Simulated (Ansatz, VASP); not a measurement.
**Ag (Ag wire along [110], 9 atoms a period): VASP beside Ansatz**

One calculation is typed for both programs; each brings its own data sets. How far apart do they land? The structure shown is the start of the Ansatz relaxation below; VASP solves that cell, so the two are compared at the walk's first step.

Main program and level: Ansatz 0.2.0; plane waves, with VASP 6.6.1 beside it; single point at PBE.

### 1. Set-up

The cell holds 9 atoms: 9 Ag. Its edges and angles: a = 15.100 Å, b = 12.669 Å, c = 2.934 Å, α = 90.0°, β = 90.0°, γ = 90.0°. Vacuum lies along a and b. The structure's axis is c.

### 2. Ansatz: relaxation, PBE

Ansatz runs on its PAW soft_1 files.

The two programs are compared at the cell with which this relaxation starts, whose forces are those of its first step.

File input.yaml:

```yaml
crystal:
  lattice:
    - [15.1, 0.0, 0.0]
    - [0.0, 12.669, 0.0]
    - [0.0, 0.0, 2.9344931419]
  atoms:
    - { symbol: Ag, position: [0.225165563, 0.499999459, 0.0] }
    - { symbol: Ag, position: [0.5, 0.731627302, 0.0] }
    - { symbol: Ag, position: [0.5, 0.499999459, 0.0] }
    - { symbol: Ag, position: [0.774834437, 0.499999459, 0.0] }
    - { symbol: Ag, position: [0.362582781, 0.384185537, 0.5] }
    - { symbol: Ag, position: [0.362582781, 0.61581338, 0.5] }
    - { symbol: Ag, position: [0.637417219, 0.384185537, 0.5] }
    - { symbol: Ag, position: [0.637417219, 0.61581338, 0.5] }
    - { symbol: Ag, position: [0.5, 0.268371616, 0.0] }
kpoints:
  mp_grid: { grid: [1, 1, 28] }
scf:
  occupations: { method: fermi_dirac, width: 0.05 }
hamiltonian:
  xc: pbe
  pseudopotentials: { kind: paw, azcp: { folder: soft_1 } }
relax:
  cell: { fix: [a, b, alpha, beta, gamma] }
  max_steps: 45
  f_tol: 0.03
```

Command:

```bash
> ansatz run input.yaml --threads 4 --pin off --max-ram 16384MiB --backend cpu --events-out ev --progress --plain --runs-dir out
```

Numbers of over 12 decimals in the logs are rounded to 6 here.

What it wrote:

```text
Engine: ansatz 0.2.0, aarch64-unknown-linux-gnu
Pseudopotentials: kind: paw
Pseudopotential: Ag, paw, valence charge 19, recommended cutoff 420 eV (normal), soft_1/Ag.paw.azcp
Functional definition: PBE
  parameter kappa = 0.804
  parameter beta = 0.066725
  exchange = pbe_x(kappa = kappa, mu = beta*pi^2/3)
  correlation = pbe_c(beta = beta)
Crystal: 9 atoms, lattice volume = 561.374 Å³
Basis set: ecut = 420 eV, 10901 PW (Γ), exchange–correlation on 216×180×40 points (8 copies of the dense FFT grid, shifted against one another)
Bands: 103, of which v1, the nominal top of the filled ones, is band 86 counted from 1 (85 counted from 0)
Symmetry: 8 space group operations
Space group: Pmmm (ITA 47), of the structure as read, at distance tolerance 8.2e-5 Å
k-points: 15 of 28
Non-local potential: Ag, projectors of the file, l = 0: 3, l = 1: 2, l = 2: 2, l = 3: 1
PAW form: soft (Blöchl's): semilocal exchange-correlation on the pseudo side does not see the compensation charge
PAW one-centre angular grid: Ag, 590 points (default); XC on 64 Gauss nodes
Initial density: superposition of atomic densities (neutral atoms: chi_scale 0, normalization atom)
Initial wavefunctions: pseudopotential atomic-orbital guess
Functional: x = pbe(κ = 0.804, μ = 0.219515), c = pbe(β = 0.066725)
iter 1 solved again at ethr=3.08e-3 eV; its pass at ethr=3.10e-3 eV (dr2=5.26e0 eV) is discarded
SCF iter   1: F=—  HF=-68312.669742 eV  |F-HF|=—  |Δ(HF+E_count)|=         —  Δρ=2.72e-2  dr2=5.48e0  ethr=3.08e-3  ⟨swp⟩=2.3  Hψ=7878  notcnv=0
preconditioner: auto → LDOS  [metal: Δε(μ)=0.025 eV  Ē_g=7.609 eV  σ=0.050 eV  W_gap=0.12  n_scr=96 (ndim 8)  ℏωp=15.6 eV  f_vac=0.625  D(μ)=3.37/eV (n_scr^D=16)  β→1.0]
SCF iter   2: F=—  HF=-68313.651342 eV  |F-HF|=—  |Δ(HF+E_count)|=   9.82e-1  Δρ=3.90e-2  dr2=7.77e0  ethr=3.08e-3  ⟨swp⟩=3.6  Hψ=3423  notcnv=0  defer=9
SCF iter   3: F=—  HF=-68311.314894 eV  |F-HF|=—  |Δ(HF+E_count)|=    2.34e0  Δρ=6.17e-3  dr2=1.64e-1  ethr=3.08e-3  ⟨swp⟩=2.0  Hψ=2759  notcnv=0  defer=157
SCF iter   4: F=—  HF=-68311.287249 eV  |F-HF|=—  |Δ(HF+E_count)|=   2.76e-2  Δρ=1.27e-3  dr2=9.26e-3  ethr=9.58e-5  ⟨swp⟩=2.0  Hψ=2744  notcnv=0  defer=157
SCF iter   5: F=—  HF=-68311.285444 eV  |F-HF|=—  |Δ(HF+E_count)|=   1.80e-3  Δρ=4.01e-4  dr2=7.04e-4  ethr=5.42e-6  ⟨swp⟩=2.1  Hψ=2778  notcnv=0  defer=158
SCF iter   6: F=—  HF=-68311.285791 eV  |F-HF|=—  |Δ(HF+E_count)|=   3.47e-4  Δρ=1.45e-4  dr2=1.40e-4  ethr=4.11e-7  ⟨swp⟩=2.7  Hψ=2368  notcnv=0  defer=158
SCF iter   7: F=—  HF=-68311.285790 eV  |F-HF|=—  |Δ(HF+E_count)|=   1.08e-6  Δρ=3.00e-5  dr2=4.73e-6  ethr=8.21e-8  ⟨swp⟩=2.0  Hψ=2112  notcnv=0  defer=158
SCF iter   8: F=—  HF=-68311.285794 eV  |F-HF|=—  |Δ(HF+E_count)|=   3.71e-6  Δρ=1.25e-5  dr2=9.22e-7  ethr=2.77e-9  ⟨swp⟩=2.2  Hψ=2241  notcnv=0  defer=158
SCF iter   9: F=—  HF=-68311.285794 eV  |F-HF|=—  |Δ(HF+E_count)|=   4.18e-7  Δρ=5.50e-6  dr2=1.53e-7  ethr=5.39e-10  ⟨swp⟩=2.0  Hψ=2224  notcnv=0  defer=158
SCF iter  10: F=-68311.285794 eV  HF=-68311.285794 eV  |F-HF|=4.22e-10  |Δ(HF+E_count)|=   6.89e-8  Δρ=1.29e-6  dr2=1.02e-8  ethr=5.85e-11  ⟨swp⟩=4.0  Hψ=4907  notcnv=0
SCF 1 converged in 10 iterations: F = -68311.285794 eV  dr2 = 1.02e-8
  greatest PAW one-centre occupation: 1.001 electrons in one spin orbital (limit 2), on the Ag atom at site 2 (counted from 0), in its partial waves of l = 0
relax step   1: F+E_penalty+E_count = -68311.28579405 eV  Δ(F+E_penalty+E_count) = +0.000e0 eV  max|allowed force component| = 3.888e-1 eV/Å  Δτ_max = 0.0000 Å  P = -1.120 GPa  Ω = 561.374 Å³  fix = [a, b, alpha, beta, gamma]  reactions: a -0.848, b -0.681 GPa  (10 SCF iters, dr2 threshold 1.00e-7 eV, accepted)
[...]
relax step   2: F+E_penalty+E_count = -68311.45117567 eV  Δ(F+E_penalty+E_count) = -1.654e-1 eV  max|allowed force component| = 1.434e-1 eV/Å  Δτ_max = 0.1284 Å  P = +0.442 GPa  Ω = 541.867 Å³  energy of the carried Pulay correction = +2.677e-3 eV  fix = [a, b, alpha, beta, gamma]  reactions: a +0.587, b +0.391 GPa  (7 SCF iters, dr2 threshold 9.00e-7 eV, accepted)
[...]
relax step   3: F+E_penalty+E_count = -68311.47482363 eV  Δ(F+E_penalty+E_count) = -2.365e-2 eV  max|allowed force component| = 3.108e-2 eV/Å  Δτ_max = 0.0546 Å  P = -0.072 GPa  Ω = 542.462 Å³  energy of the carried Pulay correction = +2.594e-3 eV  fix = [a, b, alpha, beta, gamma]  reactions: a -0.030, b -0.132 GPa  (6 SCF iters, dr2 threshold 9.00e-7 eV, accepted)
[...]
relax step   4: F+E_penalty+E_count = -68311.47526589 eV  Δ(F+E_penalty+E_count) = -4.423e-4 eV  max|allowed force component| = 5.191e-3 eV/Å  Δτ_max = 0.0064 Å  P = -0.020 GPa  Ω = 542.172 Å³  energy of the carried Pulay correction = +2.634e-3 eV  fix = [a, b, alpha, beta, gamma]  reactions: a +0.022, b -0.079 GPa  (5 SCF iters, dr2 threshold 6.04e-8 eV, accepted)
[...]
relax step   5: F+E_penalty+E_count = -68311.47229567 eV  Δ(F+E_penalty+E_count) = +2.970e-3 eV  max|allowed force component| = 4.935e-3 eV/Å  Δτ_max = 0.0000 Å  P = -0.017 GPa  Ω = 542.172 Å³  fix = [a, b, alpha, beta, gamma]  reactions: a +0.025, b -0.077 GPa  stress off target by 2.23e-3 GPa on what of the cell is left free  SCF on the basis re-selected at this cell (its energy is not comparable with the rows above)  (7 SCF iters)
basis re-selected at this cell: Δ(F+E_penalty+E_count) = +2.970e-3 eV, ΔP = +0.003 GPa vs the last step (what re-selecting the basis moved, of the pressure what is left beyond the Pulay correction that the steps carried, after the strain that the cell walked since its last selection, with what the two solves' SCF thresholds leave and, on support functions, any second-order correction that the steps lacked; it is no m [...]
SCF converged after 7 iterations
Free energy (F): -68311.472296 eV
Harris-Foulkes:  -68311.472296 eV  (|F-HF|=2.91e-11)
Internal energy: -68311.452342 eV  (E = F + TS)
E sigma→0 (E₀):  -68311.462319 eV
Entropy (-TS):   -0.019954 eV (-2.217 meV/atom)
Fermi energy:    1.746025 eV
--- Per-component energies (eV) ---
  E_band       = -4714.726148
  E_kinetic    = 4211.505490
  E_local      = -109406.773458  (includes V_loc(G=0)·N_el)
  E_nonlocal   = 289.446294
  E_hartree    = 53254.794384
  E_xc         = -1424.091107
  E_vxc        = -1801.101350  (∫ρ·V_xc dr)
  E_paw        = -35607.386341  (= ΣΔE_a)
  E_vpaw       = -4517.395367  (= ΣTr[D̂ρ^β])
  E_aug_tail   = 0.003335  (compensation charges beyond the density's cutoff)
  E_ewald      = 20371.049060
  E_smearing   = -0.019954  (= −TS)
  E_closure    = -0.000000  (closes the sum)
  Σ components = -68311.472296   (vs F -68311.472296, Δ=0.00e0)
--- Forces (eV/Å), atoms counted from 1 ---
  atom   1  Ag    -0.00420180    -0.00000000     0.00000000
  atom   2  Ag     0.00000000    -0.00493504     0.00000000
  atom   3  Ag     0.00000000     0.00000000     0.00000000
  atom   4  Ag     0.00420180     0.00000000     0.00000000
  atom   5  Ag     0.00263138     0.00043444     0.00000000
  atom   6  Ag     0.00263138    -0.00043444     0.00000000
  atom   7  Ag    -0.00263138     0.00043444     0.00000000
  atom   8  Ag    -0.00263138    -0.00043444     0.00000000
  atom   9  Ag     0.00000000     0.00493504     0.00000000
  max |Σ_I F_I| component: 4.34e-19 eV/Å
--- Stress (GPa, compression-positive) ---
        0.024553       0.000000      -0.000000
        0.000000      -0.076553       0.000000
       -0.000000       0.000000       0.002235
  P = ⅓ Tr σ = -0.0166 GPa (-0.166 kbar)
--- Relaxed structure (4 steps of the walk, 4 accepted, 1 SCFs on fresh bases) ---
  F+E_penalty+E_count = -68311.47229567 eV   max|allowed force component| = 4.935e-3 eV/Å   (the final SCF, on the basis selected at the relaxed cell)
  cell:  # Å, volume = 542.1719 Å³
    - [15.1, 0.0, 0.0]
    - [0.0, 12.669, 0.0]
    - [0.0, 0.0, 2.834117]
  atoms:
    - { symbol: Ag, position: [0.230901, 0.5, 0.0] }
    - { symbol: Ag, position: [0.500000, 0.724400, 0.0] }
    - { symbol: Ag, position: [0.500000, 0.5, 0.0] }
    - { symbol: Ag, position: [0.769099, 0.5, 0.0] }
    - { symbol: Ag, position: [0.360856, 0.381415, 0.500000] }
    - { symbol: Ag, position: [0.360856, 0.618585, 0.500000] }
    - { symbol: Ag, position: [0.639144, 0.381415, 0.500000] }
    - { symbol: Ag, position: [0.639144, 0.618585, 0.500000] }
    - { symbol: Ag, position: [0.500000, 0.275600, 0.0] }
```

In the SCF lines HF is the Harris–Foulkes energy and dr2 the Hartree energy of the density residual, in eV; the loop may stop once dr2 is under the threshold and the program's other checks hold. Hψ counts applications of the Hamiltonian.

### 3. VASP: single point, PBE, start cell

The same cell, functional, mesh and smearing now go to VASP, with its own data sets.

Lines of VASP's logs that name or quote its potential files are left out, and so is its time.

File INCAR:

```
SYSTEM = Ag
PREC = Accurate
ENCUT = 400
EDIFF = 1E-06
NELM = 120
ISMEAR = -1
SIGMA = 0.05
LREAL = .FALSE.
ALGO = Normal
GGA = PE
NBANDS = 61
LASPH = .TRUE.
LORBIT = 11
LWAVE = .FALSE.
LCHARG = .FALSE.
ISIF = 2
GGA_COMPAT = .FALSE.
KPAR = 2
```

File POSCAR:

```
Ag
1.0
   15.1000000000      0.0000000000      0.0000000000
    0.0000000000     12.6690000000      0.0000000000
    0.0000000000      0.0000000000      2.9344930000
Ag
9
Direct
    0.2251655629      0.5000000000      0.0000000000
    0.5000000000      0.7316278317      0.0000000000
    0.5000000000      0.5000000000      0.0000000000
    0.7748344371      0.5000000000      0.0000000000
    0.3625827815      0.3841860447      0.5000000000
    0.3625827815      0.6158139553      0.5000000000
    0.6374172185      0.3841860447      0.5000000000
    0.6374172185      0.6158139553      0.5000000000
    0.5000000000      0.2683721683      0.0000000000
```

File KPOINTS:

```
Automatic mesh
0
Gamma
1 1 28
0 0 0
```

PAW data sets: Ag (PBE family, release 64).

Command:

```bash
> mpirun -np 2 vasp_std
```

What it wrote:

```text
[banner, memory and clock lines left out]
running    2 mpi-ranks, on    1 nodes
 distrk:  each k-point on    1 cores,    2 groups
 distr:  one band on    1 cores,    1 groups

 POSCAR found type information on POSCAR Ag
 POSCAR found :  1 types and       9 ions
 LDA part: xc-table for (Slater+PW92), standard interpolation
 POSCAR, INCAR and KPOINTS ok, starting setup
 FFT: planning ... GRIDC
 FFT: planning ... GRID_SOFT
 FFT: planning ... GRID
 WAVECAR not read
 entering main loop
       N       E                     dE             d eps       ncg     rms          rms(c)
DAV:   1     0.543844756647E+03    0.54384E+03   -0.36267E+04  1830   0.108E+03
DAV:   2     0.825991340112E+01   -0.53558E+03   -0.50187E+03  2124   0.248E+02
DAV:   3    -0.211560732148E+02   -0.29416E+02   -0.28584E+02  2067   0.537E+01
DAV:   4    -0.216821770270E+02   -0.52610E+00   -0.52534E+00  2036   0.751E+00
DAV:   5    -0.216921779173E+02   -0.10001E-01   -0.10000E-01  2103   0.105E+00    0.101E+01
DAV:   6    -0.203228833498E+02    0.13693E+01   -0.50913E+00  1884   0.114E+01    0.678E+00
DAV:   7    -0.202674904100E+02    0.55393E-01   -0.16650E-01  1982   0.137E+00    0.379E+00
DAV:   8    -0.202533770933E+02    0.14113E-01   -0.21920E-02  1950   0.589E-01    0.194E-01
DAV:   9    -0.202531244381E+02    0.25266E-03   -0.17700E-03  1983   0.222E-01    0.776E-02
DAV:  10    -0.202530306158E+02    0.93822E-04   -0.21766E-04  1983   0.764E-02    0.451E-02
DAV:  11    -0.202527849550E+02    0.24566E-03   -0.43055E-04  1912   0.694E-02    0.229E-02
DAV:  12    -0.202527553047E+02    0.29650E-04   -0.62037E-05  2010   0.254E-02    0.128E-02
DAV:  13    -0.202528103759E+02   -0.55071E-04   -0.26885E-05  1884   0.147E-02    0.630E-03
DAV:  14    -0.202529012487E+02   -0.90873E-04   -0.70109E-06  1467   0.710E-03    0.329E-03
DAV:  15    -0.202530022259E+02   -0.10098E-03   -0.56924E-06  1320   0.484E-03    0.216E-03
DAV:  16    -0.202530661608E+02   -0.63935E-04   -0.27936E-06  1238   0.262E-03    0.129E-03
DAV:  17    -0.202531019953E+02   -0.35834E-04   -0.22299E-06  1219   0.194E-03    0.824E-04
DAV:  18    -0.202531120638E+02   -0.10069E-04   -0.77799E-07  1170   0.150E-03    0.392E-04
DAV:  19    -0.202531130214E+02   -0.95759E-06   -0.61550E-08  1160   0.671E-04
   1 F= -.20253113E+02 E0= -.20241703E+02  d E =-.228210E-01
```

Parts of OUTCAR (step 3):

```text
ion  position               nearest neighbor table
   1  0.225  0.500  0.000-   5 2.93   6 2.93   5 2.93   6 2.93
   2  0.500  0.732  0.000-   6 2.93   8 2.93   6 2.93   8 2.93   3 2.93
   3  0.500  0.500  0.000-   2 2.93   9 2.93   6 2.93   7 2.93   8 2.93   5 2.93   5 2.93   6 2.93
                             7 2.93   8 2.93
   4  0.775  0.500  0.000-   7 2.93   8 2.93   7 2.93   8 2.93
   5  0.363  0.384  0.500-   9 2.93   9 2.93   3 2.93   3 2.93   1 2.93   1 2.93   6 2.93
   6  0.363  0.616  0.500-   2 2.93   2 2.93   3 2.93   3 2.93   1 2.93   1 2.93   5 2.93
   7  0.637  0.384  0.500-   9 2.93   9 2.93   3 2.93   3 2.93   4 2.93   4 2.93   8 2.93
   8  0.637  0.616  0.500-   2 2.93   2 2.93   3 2.93   3 2.93   4 2.93   4 2.93   7 2.93
   9  0.500  0.268  0.000-   5 2.93   7 2.93   5 2.93   7 2.93   3 2.93

  LATTYP: Found a simple orthorhombic cell.
 ALAT       =     2.9344930000
 B/A-ratio  =     4.3172704791
 C/A-ratio  =     5.1456929698

 Subroutine GETGRP returns: Found  8 space group operations
 (whereof  8 operations were pure point group operations)

The static configuration has the point symmetry D_2h.

 Found     15 irreducible k-points:

   k-points           NKPTS =     15   k-points in BZ     NKDIM =     15   number of bands    NBANDS=     61

   dimension x,y,z NGX =    98 NGY =   84 NGZ =   20
   dimension x,y,z NGXF=   196 NGYF=  168 NGZF=   40

   ENCUT  =  400.0 eV  29.40 Ry    5.42 a.u.  24.62 20.66  4.79*2*pi/ulx,y,z

   NELECT =      99.0000    total number of electrons

 k-points in reciprocal lattice and weights: Automatic mesh
   0.00000000  0.00000000  0.00000000       0.036
   0.00000000  0.00000000  0.03571429       0.071
   0.00000000  0.00000000  0.07142857       0.071
   0.00000000  0.00000000  0.10714286       0.071
   0.00000000  0.00000000  0.14285714       0.071
   0.00000000  0.00000000  0.17857143       0.071
   0.00000000  0.00000000  0.21428571       0.071
   0.00000000  0.00000000  0.25000000       0.071
   0.00000000  0.00000000  0.28571429       0.071
[...]
0.00000000  0.00000000  0.46428571       0.071
   0.00000000  0.00000000  0.50000000       0.036

 average (electrostatic) potential at core
       1 -79.4862       2 -79.5625       3 -79.8967       4 -79.4862       5 -79.7072
       6 -79.7072       7 -79.7072       8 -79.7072       9 -79.5625

 E-fermi :  -0.8813

 k-point     1 :       0.0000    0.0000    0.0000
  band No.  band energies     occupation
    ...
     48      -3.6320      2.00000
     49      -3.2116      2.00000
     50      -1.8493      2.00000
     51      -1.5296      2.00000
     52      -1.3845      1.99991
     53      -0.2400      0.00001
     54       0.2563      0.00000
     55       0.4698      0.00000
     56       0.5798      0.00000
     57       1.5343      0.00000
    ...

 k-point     2 :       0.0000    0.0000    0.0357
  band No.  band energies     occupation
    ...
     48      -3.6480      2.00000
     49      -3.1696      2.00000
     50      -1.8170      2.00000
     51      -1.5039      1.99999
     52      -1.3512      1.99983
     53      -0.2069      0.00000
     54       0.3016      0.00000
     55       0.5007      0.00000
     56       0.6157      0.00000
     57       1.5724      0.00000
    ...

 k-point     3 :       0.0000    0.0000    0.0714
  band No.  band energies     occupation
    ...
     48      -3.6358      2.00000
     49      -3.0611      2.00000
     50      -1.7234      2.00000
     51      -1.4282      1.99996
     52      -1.2550      1.99887
     53      -0.1111      0.00000
     54       0.4341      0.00000
     55       0.5917      0.00000
     56       0.7226      0.00000
     57       1.6847      0.00000
    ...

  Total       -3.4556086     -2.8700784     -6.8965330      0.0000000      0.0000000      0.0000000
  in kB       -9.8624034     -8.1912840    -19.6828979      0.0000000      0.0000000      0.0000000
  external PRESSURE =     -12.5788617 kB  Pullay stress =       0.0000000 kB

  energy-cutoff  :      400.00
  volume of cell :      561.37
      direct lattice vectors                 reciprocal lattice vectors
    15.100000000  0.000000000  0.000000000     0.066225166  0.000000000  0.000000000
     0.000000000 12.669000000  0.000000000     0.000000000  0.078932828  0.000000000
     0.000000000  0.000000000  2.934493000     0.000000000  0.000000000  0.340774369

 POSITION                                       TOTAL-FORCE (eV/Angst)
 -----------------------------------------------------------------------------------
      3.40000      6.33450      0.00000         0.392235     -0.000000      0.000000
      7.55000      9.26899      0.00000         0.000000     -0.347627      0.000000
      7.55000      6.33450      0.00000         0.000000      0.000000      0.000000
     11.70000      6.33450      0.00000        -0.392235     -0.000000     -0.000000
      5.47500      4.86725      1.46725        -0.018073      0.019878      0.000000
      5.47500      7.80175      1.46725        -0.018073     -0.019878      0.000000
      9.62500      4.86725      1.46725         0.018073      0.019878     -0.000000
      9.62500      7.80175      1.46725         0.018073     -0.019878     -0.000000
      7.55000      3.40001      0.00000         0.000000      0.347627     -0.000000
 -----------------------------------------------------------------------------------
    total drift:                                0.000000      0.000000     -0.000000

  FREE ENERGIE OF THE ION-ELECTRON SYSTEM (eV)
  ---------------------------------------------------
  free  energy   TOTEN  =       -20.2531130214 eV

  energy  without entropy=      -20.2302920628  energy(sigma->0) =      -20.24170254

 total charge
# of ion       s       p       d       tot
------------------------------------------
    1        0.426   0.125   9.214   9.765
    2        0.407   0.157   9.201   9.764
    3        0.396   0.250   9.182   9.828
    4        0.426   0.125   9.214   9.765
    5        0.401   0.198   9.187   9.786
    6        0.401   0.198   9.187   9.786
    7        0.401   0.198   9.187   9.786
    8        0.401   0.198   9.187   9.786
    9        0.407   0.157   9.201   9.764
--------------------------------------------------
tot          3.666   1.605  82.760  88.031

[... 3 further parts left out ...]
```

### 4. Comparison

Known differences besides the potentials themselves: the data sets hold 171 valence electrons in Ansatz (on its PAW soft_1 files) and 99 in VASP; the cutoff is 420 eV in Ansatz and 400 eV in VASP. Total energies have different zeros and are not compared.

Forces (eV/Å; atoms numbered as in POSCAR):

```
atom         Ansatz x, y, z           VASP x, y, z
 Ag1    0.389, 0.000, 0.000    0.392, 0.000, 0.000
 Ag2   0.000, -0.343, 0.000   0.000, -0.348, 0.000
 Ag3    0.000, 0.000, 0.000    0.000, 0.000, 0.000
 Ag4   -0.389, 0.000, 0.000   -0.392, 0.000, 0.000
 Ag5   -0.021, 0.017, 0.000   -0.018, 0.020, 0.000
 Ag6  -0.021, -0.017, 0.000  -0.018, -0.020, 0.000
 Ag7    0.021, 0.017, 0.000    0.018, 0.020, 0.000
 Ag8   0.021, -0.017, 0.000   0.018, -0.020, 0.000
 Ag9    0.000, 0.343, 0.000    0.000, 0.348, 0.000
```

The forces differ by 2.2 meV/Å r.m.s., which is 1.6 % of the r.m.s. force of 0.143 eV/Å (both taken over all components).

### 5. Outcome

```
r.m.s. force difference (single point, PBE, start cell) : 2.2 meV/Å
```

The r.m.s. force difference is 2.2 meV/Å (single point, PBE, start cell), within the 12 meV/Å picked in this series as the mark of a large difference. The data sets hold unlike numbers of valence electrons (171 in Ansatz and 99 in VASP), so part of the differences comes from the potentials. How closely two codes agree says nothing of how well the functional describes the real material.

[Lines on the potential files, build, host, timing and source positions are cut from VASP's logs without a mark.]

[Logs are printed without paths, hosts, clocks, repeated set-up lines and the standing remarks that a program may print on its own settings, such as how far it seeks lower states.]

[Hosts, paths, dates, database ids (printed as entryN), source tags and the programs' standing remarks are cut or masked in the printed files.]
